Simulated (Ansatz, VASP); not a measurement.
# Cross-check of K6Ca4Ti2Zn3Si15O44 (glassy 56SiO2-11K2O-15CaO-11ZnO-7TiO2 (mol %)) between VASP and Ansatz, part 3 of 3

Wanted: the spread between two codes on one cell, functional and k mesh. Of the first pair: The structure shown is the start of the Ansatz relaxation below; VASP solves that cell, so the two are compared at the walk's first step.

VASP 6.6.1 and Ansatz 0.2.0.

So far. Step 4 (Comparison): The forces differ by 29 meV/Å r.m.s., which is 2.3 % of the r.m.s. force of 1.284 eV/Å (both taken over all components).

### Step 6. VASP: single point, PBE, relaxed cell, pair 2

Level of this step: PBE, no spin polarisation; plane waves and PAW (Si, K_sv, Ca_sv, Zn, Ti_sv, O) (VASP).

The same cell, functional, mesh and smearing now go to VASP, with its own data sets.

Contents of INCAR:

```
SYSTEM = K6Ca4Ti2Zn3Si15O44
PREC = Accurate
ENCUT = 600
EDIFF = 1E-06
NELM = 120
ISMEAR = 0
SIGMA = 0.05
LREAL = Auto
ALGO = Normal
GGA = PE
NBANDS = 296
LASPH = .TRUE.
LORBIT = 11
LWAVE = .FALSE.
LCHARG = .FALSE.
ISIF = 2
GGA_COMPAT = .FALSE.
EFERMI = MIDGAP
NCORE = 2
```

Contents of POSCAR:

```
K6Ca4Ti2Zn3Si15O44
1.0
   10.3288270000      0.0628820000     -0.0029520000
    0.0628820000     10.2883900000     -0.0907570000
   -0.0029520000     -0.0907570000     10.0804960000
Si K Ca Zn Ti O
15 6 4 3 2 44
Direct
    0.4359100000      0.7314600000      0.3543000000
    0.1523800000      0.6596200000      0.3228400000
    0.4637300000      0.1303100000      0.5044700000
    0.9912800000      0.1139200000      0.6315600000
    0.1550600000      0.2658800000      0.8414000000
    0.7300000000      0.7378300000      0.6799300000
    0.8398500000      0.4802700000      0.0424600000
    0.2397800000      0.0678900000      0.0509900000
    0.1401300000      0.5406300000      0.5984000000
    0.0993000000      0.5668100000      0.9027300000
    0.4665700000      0.8629900000      0.6263700000
    0.3828500000      0.3643400000      0.6888300000
    0.5811800000      0.5306700000      0.8536300000
    0.8578500000      0.9513500000      0.8631900000
    0.6070200000      0.8847800000      0.1552600000
    0.1408700000      0.8535500000      0.7372200000
    0.8411200000      0.4104600000      0.6965000000
    0.1519300000      0.2809300000      0.3704300000
    0.3432900000      0.4490000000      0.1183300000
    0.5122000000      0.0621100000      0.8790500000
    0.8040600000      0.9105400000      0.4194400000
    0.6959400000      0.2261100000      0.0784400000
    0.9017200000      0.5577500000      0.3956600000
    0.9572400000      0.1178100000      0.0839600000
    0.2006000000      0.9504000000      0.3666100000
    0.4647300000      0.1598600000      0.2269800000
    0.6294300000      0.4735500000      0.2905900000
    0.9274600000      0.7825800000      0.1163000000
    0.3756700000      0.7670600000      0.9427200000
    0.7596100000      0.2280200000      0.4155200000
    0.1385300000      0.1458700000      0.9438700000
    0.4298000000      0.2765600000      0.5625100000
    0.2871700000      0.4810700000      0.6375700000
    0.6206900000      0.8372100000      0.6122300000
    0.2889000000      0.7376000000      0.2815100000
    0.7767700000      0.0732300000      0.9241100000
    0.1366200000      0.4099600000      0.9117500000
    0.8306100000      0.6929500000      0.5683100000
    0.5574600000      0.3215400000      0.2106000000
    0.4412700000      0.0220700000      0.6231300000
    0.6140100000      0.1267700000      0.4580300000
    0.2099200000      0.6633400000      0.9600000000
    0.3548100000      0.1704800000      0.0696300000
    0.7797300000      0.8219200000      0.8099800000
    0.1474600000      0.0531500000      0.1808500000
    0.1549900000      0.6638100000      0.4935300000
    0.7033200000      0.4742700000      0.9435600000
    0.8338400000      0.1714900000      0.2668700000
    0.4949600000      0.5892600000      0.3518200000
    0.8885400000      0.3314700000      0.0343500000
    0.0960600000      0.0490100000      0.5326500000
    0.9647000000      0.9045800000      0.9741900000
    0.6489400000      0.6145100000      0.7380200000
    0.7493100000      0.4017900000      0.4324600000
    0.5255900000      0.8432700000      0.2906700000
    0.8680200000      0.1784000000      0.5542100000
    0.7533800000      0.8319600000      0.1690100000
    0.7961700000      0.5375100000      0.1866000000
    0.2835900000      0.9281500000      0.9813600000
    0.9541500000      0.5832800000      0.9791800000
    0.4639600000      0.5985300000      0.9348400000
    0.1328500000      0.5163800000      0.2679000000
    0.5136900000      0.4058100000      0.7719900000
    0.0394800000      0.4421400000      0.5348900000
    0.5188000000      0.8244500000      0.0305100000
    0.3658600000      0.1005600000      0.3819100000
    0.5957700000      0.0412400000      0.1452700000
    0.3912100000      0.7977400000      0.5006900000
    0.0325700000      0.7614300000      0.2846100000
    0.0818200000      0.5997500000      0.7431300000
    0.3031000000      0.2639000000      0.7836400000
    0.4043500000      0.8129900000      0.7653300000
    0.9377900000      0.9996300000      0.7289200000
    0.0483500000      0.2356400000      0.7264300000
```

Contents of KPOINTS:

```
Automatic mesh
0
Gamma
1 1 1
0 0 0
```

Potentials, in the order of the species: Si, K_sv, Ca_sv, Zn, Ti_sv and O (PBE family, release 64).

Command:

```sh
> mpirun -np 8 vasp_gam
```

Numbers of over 12 decimals in the logs are rounded to 6 here.

The log of the run:

```text
[... set-up lines as in an earlier step ...]
 entering main loop
       N       E                     dE             d eps       ncg     rms          rms(c)
DAV:   1     0.732028375071E+04    0.73203E+04   -0.27914E+05   592   0.195E+03
DAV:   2     0.613272142196E+03   -0.67070E+04   -0.62893E+04   664   0.536E+02
DAV:   3    -0.518149995263E+03   -0.11314E+04   -0.11032E+04   664   0.230E+02
DAV:   4    -0.606735217940E+03   -0.88585E+02   -0.87954E+02   768   0.679E+01
[...]
DAV:  19    -0.524401707311E+03    0.20862E-05   -0.21531E-05   824   0.184E-02    0.816E-03
DAV:  20    -0.524401707655E+03   -0.34412E-06   -0.15980E-05   800   0.119E-02    0.519E-03
DAV:  21    -0.524401707771E+03   -0.11612E-06   -0.16690E-06   464   0.598E-03
   1 F= -.52440171E+03 E0= -.52440171E+03  d E =0.000000E+00
```

From OUTCAR (step 6):

```text
  Total        0.7126323      0.8013812      0.5230698     -0.0768331      0.2656657     -0.1432344
  in kB        1.0659735      1.1987264      0.7824212     -0.1149290      0.3973896     -0.2142536
  external PRESSURE =       1.0157071 kB  Pullay stress =       0.0000000 kB

 POSITION                                       TOTAL-FORCE (eV/Angst)
 -----------------------------------------------------------------------------------
      4.54739      7.52080      3.50385        -0.029148      0.068736      0.025286
      1.61443      6.76671      3.19407         0.032911      0.092500      0.024456
      4.79649      1.32406      5.07211        -0.010971      0.020554      0.056198
     10.24406      1.17707      6.35317        -0.026155      0.035708      0.045092
      1.61582      2.66886      8.45714        -0.014431      0.003847      0.033194
      7.58443      7.57528      6.78491        -0.062885      0.004331      0.049903
      8.70474      4.99016      0.38195        -0.020763      0.054967     -0.069929
      2.48076      0.70893      0.50714        -0.034605     -0.013894     -0.045526
      1.47961      5.51671      5.98269         0.063983      0.076538      0.053925
      1.05863      5.75588      9.04823        -0.040917     -0.014286      0.030796
      4.87154      8.85127      6.23442        -0.028542      0.010279      0.006466
      3.97527      3.71003      6.90955         0.045815     -0.003871     -0.005908
      6.03376      5.41881      8.55514         0.046429     -0.062716     -0.004650
      8.91786      9.76346      8.61251         0.000584     -0.036554     -0.039105
[...]
-----------------------------------------------------------------------------------
    total drift:                                0.018428      0.015299      0.009781

  FREE ENERGIE OF THE ION-ELECTRON SYSTEM (eV)
  ---------------------------------------------------
  free  energy   TOTEN  =      -524.4017077712 eV

  energy  without entropy=     -524.4017077712  energy(sigma->0) =     -524.40170777

[... 1 part as in an earlier step ...]

[... 2 further parts left out ...]
[key lines of the parts left out:]
E-fermi :   2.7623
```

The run ends at a pressure of 0.10 GPa, with forces up to 0.11 eV/Å.

### Step 7. Side by side

What differs besides the data sets and the points named for the pairs above, as far as they apply: the cutoff is 420 eV in Ansatz and 600 eV in VASP (PREC = Accurate, projectors in real space). Total energies have different zeros and are not compared.

Compared:

```
              quantity  Ansatz   VASP  difference
        pressure (GPa)   -0.02   0.10       -0.12
gap on the k mesh (eV)   2.570  2.534      +0.036
```

Forces on 7 of the 74 atoms, those with the largest forces and the largest differences (eV/Å; atoms numbered as in POSCAR):

```
atom          Ansatz x, y, z            VASP x, y, z
 Si2   -0.003, 0.008, -0.007     0.033, 0.092, 0.024
 Si7   -0.003, 0.003, -0.009   -0.021, 0.055, -0.070
 Si9     0.002, 0.009, 0.007     0.064, 0.077, 0.054
Ti29  -0.011, -0.006, -0.003   -0.082, -0.042, 0.002
 O38    0.013, -0.012, 0.000   0.065, -0.032, -0.043
 O62   0.001, -0.002, -0.002  -0.011, -0.097, -0.039
 O64   -0.009, -0.003, 0.000  -0.053, -0.068, -0.024
```

The forces differ by 26 meV/Å r.m.s., where the r.m.s. force is 0.008 eV/Å in Ansatz and 0.029 eV/Å in VASP: the atoms lie near their places of rest in Ansatz, so a percentage would say little (all taken over all components). A gap on the mesh is an upper bound, since the band edges may lie between its points.

### Step 8. Summary of results

| Item | Value |
| --- | --- |
| r.m.s. force difference (single point, PBE, start cell, pair 1) | 2.3 % of the r.m.s. force |
| r.m.s. force difference (single point, PBE, relaxed cell, pair 2) | 26 meV/Å |

**Reading.** The r.m.s. force difference is 26 meV/Å (single point, PBE, relaxed cell, pair 2), beyond the 12 meV/Å picked in this series as the mark of a large difference. What causes the difference of the single point, PBE, relaxed cell, pair 2 pair stays open here. How closely two codes agree says nothing of how well the functional describes the real material.

[Lines on the potential files, build, host, timing and source positions are cut from VASP's logs without a mark.]

[Logs are printed without paths, hosts, clocks, repeated set-up lines and the standing remarks that a program may print on its own settings, such as how far it seeks lower states.]

[Hosts, paths, dates, database ids (printed as entryN), source tags and the programs' standing remarks are cut or masked in the printed files.]
